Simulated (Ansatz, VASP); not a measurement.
# Cross-check of WC between VASP and Ansatz, part 2 of 2

Wanted: the spread between two codes on one cell, functional and k mesh. The cell is taken from a series of runs on this material, whose earlier steps may have relaxed, scaled, displaced or heated it; both programs get it as it stands.

VASP 6.6.1 and Ansatz 0.2.0.

So far: The starting structure; VASP: zone-centre phonons, PBEsol.

## (3) Ansatz: zone-centre phonons, PBEsol

Level of this step: Ansatz beside VASP: Kohn-Sham DFT, plane waves, PBEsol (Ansatz).

Ansatz runs on its PAW soft_1 files.

The same cell, functional, mesh and smearing now go to Ansatz, which takes its cutoff from its data sets.

input.yaml

```yaml
crystal:
  lattice:
    - [3.0342346105, 0.0, 0.0]
    - [0.0, 3.0342346105, 0.0]
    - [0.0, 0.0, 4.4627674592]
  atoms:
    - { symbol: W, position: [0.0, 0.5, 0.280041642] }
    - { symbol: W, position: [0.5, 0.0, 0.719958358] }
    - { symbol: C, position: [0.0, 0.5, 0.777726466] }
    - { symbol: C, position: [0.5, 0.0, 0.222273534] }
kpoints:
  mp_grid: { grid: [14, 14, 10] }
hamiltonian:
  xc: pbesol
  pseudopotentials: { kind: paw, azcp: { folder: soft_1 }, xc_functional: pbe }
scf:
  occupations: { method: methfessel_paxton, width: 0.2 }
output:
  eigenvalues: true
phonons:
  method: dfpt
```

On the command line:

```console
ansatz run input.yaml --threads 4 --pin off --max-ram 10240MiB --backend cpu --events-out ev --progress --plain --runs-dir out
```

Numbers of over 12 decimals in the logs are rounded to 6 here.

Output:

```text
zone centre: on kpoints.mp_grid the ground state, and the responses unless they are solved on pairs of k-points, stand on 384 of the mesh's 1960 k-points, reduced under 4 symmetry operations, with k and −k counted as one. Each operation leaves every solved displacement unchanged or reverses it
Engine: ansatz 0.2.0, aarch64-unknown-linux-gnu
Pseudopotentials: kind: paw
Pseudopotential: W, paw, valence charge 14, recommended cutoff 420 eV (normal), soft_1/W.paw.azcp
Pseudopotential: C, paw, valence charge 4, recommended cutoff 420 eV (normal), soft_1/C.paw.azcp
Functional definition: PBEsol
  exchange = pbesol_x
  correlation = pbesol_c
Crystal: 4 atoms, lattice volume = 41.087 Å³
Basis set: ecut = 420 eV, 807 PW (Γ), exchange–correlation on 48×48×60 points (8 copies of the dense FFT grid, shifted against one another)
Bands: 22, of which v1, the nominal top of the filled ones, is band 18 counted from 1 (17 counted from 0)
Symmetry: 16 space group operations
k-points: 384 of 1960 (irreducible under 4 space group operations, time reversal used)
Non-local potential: W, projectors of the file, l = 0: 3, l = 1: 2, l = 2: 2, l = 3: 1
Non-local potential: C, projectors of the file, l = 0: 2, l = 1: 2, l = 2: 1
PAW form: soft (Blöchl's): semilocal exchange-correlation on the pseudo side does not see the compensation charge
PAW frozen core: W, regenerated for the run's functional, and the local potential with it (the file was generated under x = pbe(κ = 0.804, μ = 0.219515), c = pbe(β = 0.066725))
PAW frozen core: C, regenerated for the run's functional, and the local potential with it (the file was generated under x = pbe(κ = 0.804, μ = 0.219515), c = pbe(β = 0.066725))
PAW one-centre angular grid: W, 590 points (default); XC on 64 Gauss nodes
PAW one-centre angular grid: C, 110 points (default); XC on 64 Gauss nodes
Initial density: superposition of atomic densities (chi_scale 0.1, normalization cell, long waves kept (reshape's long-wave potential 0.00 eV rms))
Initial wavefunctions: pseudopotential atomic-orbital guess
Functional: x = pbesol(κ = 0.804, μ = 0.123457), c = pbesol(β = 0.046)
SCF iter   1: F=—  HF=-21010.660119 eV  |F-HF|=—  |Δ(HF+E_count)|=         —  Δρ=1.42e-1  dr2=1.13e1  ethr=3.10e-3  ⟨swp⟩=5.0  Hψ=78034  notcnv=0
automatic band count: the SCF goes on with 26 bands, as 22 were too few: the levels above may hold too much charge
preconditioner: auto → Kerker (q_TF=auto, 2.669 Å⁻¹)  [metal: Δε(μ)=0.015 eV  Ē_g=10.765 eV  σ=0.200 eV  W_gap=0.06  n_scr=14 (ndim 8)  ℏωp=25.9 eV  f_vac=0.000  D(μ)=1.83/eV (n_scr^D=16)]
SCF iter   2: F=—  HF=-21008.672528 eV  |F-HF|=—  |Δ(HF+E_count)|=    1.99e0  S|Δr|=    0.00e0  Δρ=7.85e-2  dr2=3.51e0  ethr=3.10e-3  ⟨swp⟩=2.2  Hψ=18093  notcnv=0  defer=894
SCF iter   3: F=—  HF=-21007.789687 eV  |F-HF|=—  |Δ(HF+E_count)|=   8.83e-1  S|Δr|=    0.00e0  Δρ=8.80e-3  dr2=1.64e-2  ethr=3.10e-3  ⟨swp⟩=2.0  Hψ=15125  notcnv=0  defer=896
SCF iter   4: F=—  HF=-21007.789428 eV  |F-HF|=—  |Δ(HF+E_count)|=   2.58e-4  S|Δr|=    0.00e0  Δρ=2.44e-3  dr2=2.70e-3  ethr=4.56e-5  ⟨swp⟩=2.6  Hψ=17433  notcnv=0  defer=814
SCF iter   5: F=—  HF=-21007.788833 eV  |F-HF|=—  |Δ(HF+E_count)|=   5.96e-4  S|Δr|=    0.00e0  Δρ=1.57e-4  dr2=1.55e-5  ethr=7.50e-6  ⟨swp⟩=2.1  Hψ=12594  notcnv=0  defer=814
SCF iter   6: F=—  HF=-21007.788829 eV  |F-HF|=—  |Δ(HF+E_count)|=   3.87e-6  S|Δr|=    0.00e0  Δρ=7.19e-5  dr2=3.72e-6  ethr=4.31e-8  ⟨swp⟩=2.1  Hψ=13293  notcnv=0  defer=814
SCF iter   7: F=—  HF=-21007.788829 eV  |F-HF|=—  |Δ(HF+E_count)|=   2.54e-7  S|Δr|=    0.00e0  Δρ=7.62e-6  dr2=4.23e-8  ethr=1.03e-8  ⟨swp⟩=2.0  Hψ=12256  notcnv=0  defer=814
SCF iter   8: F=—  HF=-21007.788829 eV  |F-HF|=—  |Δ(HF+E_count)|=   9.31e-9  S|Δr|=    0.00e0  Δρ=1.24e-6  dr2=6.97e-10  ethr=1.17e-10  ⟨swp⟩=2.0  Hψ=12572  notcnv=0  defer=814
SCF iter   9: F=—  HF=-21007.788829 eV  |F-HF|=—  |Δ(HF+E_count)|=  1.38e-10  S|Δr|=    0.00e0  Δρ=2.10e-7  dr2=1.02e-11  ethr=1.94e-12  ⟨swp⟩=2.0  Hψ=12941  notcnv=0  defer=814
SCF iter  10: F=-21007.788829 eV  HF=-21007.788829 eV  |F-HF|=0.00e0  |Δ(HF+E_count)|=    0.00e0  S|Δr|=    0.00e0  Δρ=2.18e-8  dr2=1.49e-13  ethr=1.00e-12  ⟨swp⟩=10.1  Hψ=43248  notcnv=0
SCF 1 converged in 10 iterations: F = -21007.788829 eV  dr2 = 1.49e-13
  greatest PAW one-centre occupation: 0.999 electrons in one spin orbital (limit 2), on the W atom at site 1 (counted from 0), in its partial waves of l = 0
DFPT response loops at Γ: preconditioner auto → Kerker (q_TF=auto, 2.669 Å⁻¹) (partly filled bands, converged f_vac=0.000); β = 1.00, the filter's whole step (`scf.mixing.beta` (0.50) is not read by the response loops under this deck's `scf.mixing.preconditioner`; to damp them name `kerker` or `kerker_dos`, under which they read `scf.mixing.beta`, and type it under 1.00, their step now; both keys bind the ground state too); Broyden in place of MSR1
SCF converged after 10 iterations
Stability not checked: this state was not tested for a lower state beside it, because cold or Methfessel-Paxton smearing, or corrected tetrahedra, fill the levels in a way that the test cannot read (fill_not_monotonic; see scf.lower_state_search)
Free energy (F): -21007.788829 eV
Harris-Foulkes:  -21007.788829 eV  (|F-HF|=0.00e0)
Internal energy: -21007.790428 eV  (E = F + TS)
E sigma→0 (E₀):  -21007.789229 eV
Entropy (-TS):   0.001598 eV (0.400 meV/atom)
Fermi energy:    21.848472 eV
--- Per-component energies (eV) ---
  E_band       = -113.180466
  E_kinetic    = 1021.457800
  E_local      = -1178.560721  (includes V_loc(G=0)·N_el)
  E_nonlocal   = 0.782772
  E_hartree    = 483.777598
  E_xc         = -627.775556
  E_vxc        = -581.252750  (∫ρ·V_xc dr)
  E_paw        = -17093.939187  (= ΣΔE_a)
  E_vpaw       = -343.163088  (= ΣTr[D̂ρ^β])
  E_aug_tail   = 0.000323  (compensation charges beyond the density's cutoff)
  E_ewald      = -3614.019373
  E_core_change = 0.485916  (= ΣΔE_core)
  E_smearing   = 0.001598  (= −TS)
  E_closure    = 0.000000  (closes the sum)
  Σ components = -21007.788829   (vs F -21007.788829, Δ=0.00e0)
--- Band table (eV; the first three rows and the last of 384) ---
  k-point 0: bands = [... 14 lower, 19.0154, 20.2682, 20.2682, 20.8488, 20.8488, 21.0082, 21.2117, 21.4785, ... 4 higher]
  k-point 1: bands = [... 14 lower, 18.9258, 19.7563, 20.1959, 20.1959, 21.0219, 21.0219, 21.2402, 22.7503, ... 4 higher]
  k-point 2: bands = [... 14 lower, 18.6803, 18.6827, 20.0206, 20.0206, 21.3211, 21.4319, 21.4319, 22.9538, ... 4 higher]
  k-point 383: bands = [... 14 lower, 16.7668, 16.7668, 20.4221, 20.4221, 24.6452, 24.6452, 24.6630, 24.6630, ... 4 higher]
--- Phonons (Γ-DFPT): 4 representative perturbations + reference, on 384 of 1960 k-points (Σ response iterations 12) ---
  k mesh reduced under 4 symmetry operations, with k and −k counted as one. Each operation leaves every solved displacement unchanged or reverses it
  ASR residual: 1.497e-5 → 0.000e0 eV/Å²; symmetrization residual: 1.472e-6 eV/Å²
  ASR residual per site (eV/Å²): 3.77e-6 3.77e-6 1.50e-5 1.50e-5
  Γ frequencies (cm⁻¹): 0.00 0.00 0.00 73.69 73.69 174.88 346.48 493.72 493.72 526.49 537.31 537.31
  non-analytic LO–TO correction: not included (Born effective charges unavailable; polar crystals: no LO–TO splitting at Γ)
```

## (4) Differences

Known differences besides the potentials themselves: the data sets hold 36 valence electrons in Ansatz (on its PAW soft_1 files) and 20 in VASP; the cutoff is 420 eV in Ansatz and 600 eV in VASP; Ansatz makes its cores anew for this functional, VASP keeps those of its PBE data sets. Total energies have different zeros and are not compared.

The two programs side by side:

```tsv
quantity	Ansatz	VASP	difference
optical mode 1 to 2 (cm⁻¹)	73.7	73.7	+0.01 %
optical mode 3 (cm⁻¹)	174.9	174.2	+0.39 %
optical mode 4 (cm⁻¹)	346.5	358.1	-3.24 %
optical mode 5 to 6 (cm⁻¹)	493.7	504.0	-2.05 %
optical mode 7 (cm⁻¹)	526.5	533.3	-1.27 %
optical mode 8 to 9 (cm⁻¹)	537.3	548.0	-1.96 %
```

Modes are paired by rising frequency, not by their patterns, so a pair may set unlike modes beside each other; they are those without the splitting of longitudinal modes.

## (5) Results

```json
{"r.m.s. difference of the optical zone-centre modes, each program's sorted by frequency (zone-centre phonons, PBEsol)": "8.3 cm⁻¹", "difference in optical mode 4 (zone-centre phonons, PBEsol)": "-3.2 %"}
```

The r.m.s. difference of the optical zone-centre modes, each program's sorted by frequency is 8.3 cm⁻¹ (zone-centre phonons, PBEsol). The data sets hold unlike numbers of valence electrons (36 in Ansatz and 20 in VASP), so part of the differences comes from the potentials. Among the rows given in per cent, the largest difference of the zone-centre phonons, PBEsol pair is in optical mode 4, -3.2 %. How closely two codes agree says nothing of how well the functional describes the real material.

[Lines on the potential files, build, host, timing and source positions are cut from VASP's logs without a mark.]

[Logs are printed without paths, hosts, clocks, repeated set-up lines and the standing remarks that a program may print on its own settings, such as how far it seeks lower states.]

[Hosts, paths, dates, database ids (printed as entryN), source tags and the programs' standing remarks are cut or masked in the printed files.]
